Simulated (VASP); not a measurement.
Input:

```yaml
crystal:
  lattice:
    - [1.78631, -3.09397, 0.00000]
    - [1.78631, 3.09397, 0.00000]
    - [0.00000, 0.00000, 14.28178]
  atoms:
    - { symbol: Te, position: [0.33333, 0.66667, 0.87696] }
    - { symbol: Te, position: [0.66667, 0.33333, 0.37696] }
    - { symbol: Te, position: [0.66667, 0.33333, 0.12304] }
    - { symbol: Te, position: [0.33333, 0.66667, 0.62304] }
    - { symbol: Mo, position: [0.33333, 0.66667, 0.25000] }
    - { symbol: Mo, position: [0.66667, 0.33333, 0.75000] }
```

The numbers are results of optB88-vdW, VASP's PBE PAW potentials (set 64) (plane waves; VASP), not measurements. Numerical set-up: 520 eV cut-off, 8×8×2 Γ-centred mesh, tetrahedra with Blöchl corrections, potentials Te Mo_sv.

**Question.** What does the run give for the energy per atom (σ→0)?

**Answer.** 
The energy per atom (σ→0) is -3.646 eV/atom.

Only differences to runs with the same potentials and settings are physical.

The compound is MoTe2 in the 2H layered structure. It was relaxed first, which changed the volume by +5 %.
